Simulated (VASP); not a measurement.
Data:

```
CELL_PARAMETERS angstrom
      0.00000     8.30034     8.30034
      8.30034     0.00000     8.30034
      8.30034     8.30034     0.00000
ATOMIC_POSITIONS crystal
  Ga 0.00000 0.00000 0.00000
  Ga 0.00000 0.00000 0.33333
  Ga 0.00000 0.00000 0.66667
  Ga 0.00000 0.33333 0.00000
  Ga 0.00000 0.33333 0.33333
  Ga 0.00000 0.33333 0.66667
  Ga 0.00000 0.66667 0.00000
  Ga 0.00000 0.66667 0.33333
  Ga 0.00000 0.66667 0.66667
  Ga 0.33333 0.00000 0.00000
  Ga 0.33333 0.00000 0.33333
  Ga 0.33333 0.00000 0.66667
  Ga 0.33333 0.33333 0.00000
  Ga 0.33333 0.33333 0.33333
  Ga 0.33333 0.33333 0.66667
  Ga 0.33333 0.66667 0.00000
  Ga 0.33333 0.66667 0.33333
  Ga 0.33333 0.66667 0.66667
  Ga 0.66667 0.00000 0.00000
  Ga 0.66667 0.00000 0.33333
  Ga 0.66667 0.00000 0.66667
  Ga 0.66667 0.33333 0.00000
  Ga 0.66667 0.33333 0.33333
  Ga 0.66667 0.33333 0.66667
  Ga 0.66667 0.66667 0.00000
  Ga 0.66667 0.66667 0.33333
  Ga 0.66667 0.66667 0.66667
  P  0.08333 0.08333 0.08333
  P  0.08333 0.08333 0.41667
  P  0.08333 0.08333 0.75000
  P  0.08333 0.41667 0.08333
  P  0.08333 0.41667 0.41667
  P  0.08333 0.41667 0.75000
  P  0.08333 0.75000 0.08333
  P  0.08333 0.75000 0.41667
  P  0.08333 0.75000 0.75000
  P  0.41667 0.08333 0.08333
  P  0.41667 0.08333 0.41667
  P  0.41667 0.08333 0.75000
  P  0.41667 0.41667 0.08333
  P  0.41667 0.41667 0.41667
  P  0.41667 0.41667 0.75000
  P  0.41667 0.75000 0.08333
  P  0.41667 0.75000 0.41667
  P  0.41667 0.75000 0.75000
  P  0.75000 0.08333 0.08333
  P  0.75000 0.08333 0.41667
  P  0.75000 0.08333 0.75000
  P  0.75000 0.41667 0.08333
  P  0.75000 0.41667 0.41667
  P  0.75000 0.41667 0.75000
  P  0.75000 0.75000 0.08333
  P  0.75000 0.75000 0.41667
  P  0.75000 0.75000 0.75000
```

Computed with PBE GGA, VASP's PBE PAW potentials (set 64) (plane waves; VASP). Settings: PREC = Normal, LREAL = Auto, EDIFF = 1E-5, 400 eV cut-off, 1×1×1 Γ-centred mesh, Gaussian smearing of 0.050 eV, potentials Ga P.

The supercell is sampled at Γ alone, which is coarse: total energies, pressure and levels can be off, energies of defects by several tenths of an eV.

Give the stress tensor in GPa (positive for a compressed cell).

```
1.20  0.00  0.00
0.00  1.20  0.00
0.00  0.00  1.20
```
The pressure is its mean diagonal, 1.20 GPa.

The cell is a supercell, built from a database entry that may be metastable or hypothetical.
